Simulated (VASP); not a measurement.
Input for VASP

File POSCAR:
```
CeIn3
1
    4.6907400000     0.0000000000     0.0000000000
    0.0000000000     4.6907400000     0.0000000000
    0.0000000000     0.0000000000     4.6907400000
Ce In
1 3
Direct
  0.0000000000   0.0000000000   0.0000000000
  0.0000000000   0.5000000000   0.5000000000
  0.5000000000   0.0000000000   0.5000000000
  0.5000000000   0.5000000000   0.0000000000
```

**KPOINTS**
```
Automatic
0
gamma
5 5 5
0 0 0
```

INCAR:
```
SYSTEM = CeIn3
PREC = Accurate; ENCUT = 300; LREAL = F
LASPH = T
EDIFF = 1E-6; NELM = 100; ALGO = Normal
LMAXMIX = 6
ISMEAR = -1; SIGMA = 0.1
GGA = PS; GGA_COMPAT = F
MAGMOM = 0.0 0.0 1.0 0.0 0.0 0.0 0.0 0.0 0.0 0.0 0.0 0.0
LSORBIT = T; LNONCOLLINEAR = T
ISIF = 2
LWAVE = F; LCHARG = F; LORBIT = 11
```

POTCAR, in this order: Ce In_d (PBE.64 set). Program: vasp_ncl.

Task: Translate this PBEsol+SOC calculation to Ansatz.

Result: One equivalent input (not run):
Ansatz 0.2 input:
```yaml
crystal:
  lattice:
    - [4.6907400, 0.0000000, 0.0000000]
    - [0.0000000, 4.6907400, 0.0000000]
    - [0.0000000, 0.0000000, 4.6907400]
  atoms:
    - { symbol: Ce, position: [0.0000000, 0.0000000, 0.0000000], spin: 1, spin_axis: [0, 0, 1] }
    - { symbol: In, position: [0.0000000, 0.5000000, 0.5000000] }
    - { symbol: In, position: [0.5000000, 0.0000000, 0.5000000] }
    - { symbol: In, position: [0.5000000, 0.5000000, 0.0000000] }
kpoints:
  mp_grid: { grid: [5, 5, 5] }
hamiltonian:
  xc: pbesol
  pseudopotentials: { kind: paw }
magnetization: { noncollinear: true, spin_orbit: true }
scf:
  occupations: { method: fermi_dirac, width: 0.1 }
  max_iter: 100
output: { forces: true, stress: true, eigenvalues: true }
```
The two are equivalent in intent, not identical: each code has its own PAW files, so the cut-off isn't converted (ENCUT is set for VASP's; basis.ecutwfc is left out, and Ansatz then takes the one that its files recommend); Ansatz stops its SCF on the density residual and VASP on the energy change (EDIFF).

The structure comes from a measured CeIn3 entry (Pm-3m) of the Crystallography Open Database, whose conditions weren't checked. The cell was not relaxed at this level. The run is one of a series of settings (GGA_COMPAT = .FALSE., ISPIN removed, LNONCOLLINEAR = .TRUE., LSORBIT = .TRUE., MAGMOM = 0.0 0.0 1.0 0.0 0.0 0.0 0.0 0.0 0.0 0.0 0.0 0.0, program vasp_ncl against the base run), some of them coarse on purpose.
